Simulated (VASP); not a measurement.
The input files of a VASP run:

### POSCAR
```
BBi
1
    3.8431369184     0.0000000000     0.0000000000
   -1.9215684592     3.3282539890     0.0000000000
    0.0000000000     0.0000000000     6.3237205539
B Bi
2 2
Direct
  0.3333330000   0.6666670000   0.0000179541
  0.6666670000   0.3333330000   0.5000179541
  0.3333330000   0.6666670000   0.3749820459
  0.6666670000   0.3333330000   0.8749820459
```

### KPOINTS
```
Automatic mesh
0
Gamma
7 7 4
0 0 0
```

INCAR:
```
ALGO  =  Normal
EDIFF  =  1E-6
EDIFFG  =  -0.02
ENCUT  =  620
GGA  =  PS
IBRION  =  2
ISIF  =  3
ISMEAR  =  0
LASPH  =  .True.
LCHARG  =  .False.
LMAXMIX  =  4
LREAL  =  .False.
LWAVE  =  .False.
NELM  =  100
NSW  =  40
PREC  =  Accurate
PSTRESS  =  50
SIGMA  =  0.05
SYSTEM  =  BBi
```

POTCAR, in this order: B Bi_d (PBE.64 set). Program: vasp_std.

**Question.** Write an equivalent input for Ansatz.

**Answer.** One equivalent input (not run):
Ansatz 0.2 input:
```yaml
crystal:
  lattice:
    - [3.8431369, 0.0000000, 0.0000000]
    - [-1.9215685, 3.3282540, 0.0000000]
    - [0.0000000, 0.0000000, 6.3237206]
  atoms:
    - { symbol: B, position: [0.3333330, 0.6666670, 0.0000180] }
    - { symbol: B, position: [0.6666670, 0.3333330, 0.5000180] }
    - { symbol: Bi, position: [0.3333330, 0.6666670, 0.3749820] }
    - { symbol: Bi, position: [0.6666670, 0.3333330, 0.8749820] }
kpoints:
  mp_grid: { grid: [7, 7, 4] }
hamiltonian:
  xc: pbesol
  pseudopotentials: { kind: paw }
scf:
  occupations: { method: gaussian, width: 0.05 }
  max_iter: 100
relax:
  max_steps: 40
  f_tol: 0.02
  cell: { p_target: 5 }
output: { forces: true, stress: true, eigenvalues: true }
```
The two are equivalent in intent, not identical: each code has its own PAW files, so the cut-off isn't converted (ENCUT is set for VASP's; basis.ecutwfc is left out, and Ansatz then takes the one that its files recommend); Ansatz stops its SCF on the density residual and VASP on the energy change (EDIFF).

The structure was generated: BBi was put into the wurtzite type (P6_3mc), which need not be its known phase. This run relaxes it under an external pressure of 5 GPa. Symmetry was kept, so distortions that lower it aren't found.
